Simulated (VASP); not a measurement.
Method: PBE0 hybrid, VASP's PBE PAW potentials (set 64) (plane waves; VASP 6.6.1).

VASP ran on this input.

### KPOINTS
```
kpoints
0
Gamma
 8 8 8
0 0 0
```

File POSCAR:
```
SrO
3.617850
  0.0000000000   0.7071067070   0.7071067070
  0.7071067070   0.0000000000   0.7071067070
  0.7071067070   0.7071067070   0.0000000000
Sr O
1 1
Cart
  0.7071067070   0.7071067070   0.7071067070
  0.0000000000   0.0000000000   0.0000000000
```

**INCAR**
```
# general
SYSTEM    =  SrO
PREC      =  Accurate
ENCUT     =  400
LREAL     =  .False.
LASPH     =  .True.
ISYM      =  3

# electronic loop
EDIFF     =  1E-6
NELM      =  100
ALGO      =  Normal
LMAXMIX   =  4

# smearing
ISMEAR    =  0
SIGMA     =  0.01

# functional
GGA       =  PE
LHFCALC   =  .True.
AEXX      =  0.25
HFRCUT    =  -1
PRECFOCK  =  Fast

# ions
ISIF      =  2

# output
LWAVE     =  .False.
LCHARG    =  .False.
```

POTCAR, in this order: Sr_sv O (PBE.64 set). Program: vasp_std.

Task: What will the output report for the number of irreducible k-points (NKPTS), largest plane-wave count, number of space-group operations, FFT grid (NGX, NGY, NGZ)?

Result: 
```
Item                                           Value
--------------------------------------  ------------
number of irreducible k-points (NKPTS)            29
largest plane-wave count                         620
number of space-group operations                  48
FFT grid (NGX, NGY, NGZ)                24 × 24 × 24
```

The structure comes from a computed database's SrO entry; how it stands against other phases isn't given here. The cell was not relaxed at this level.
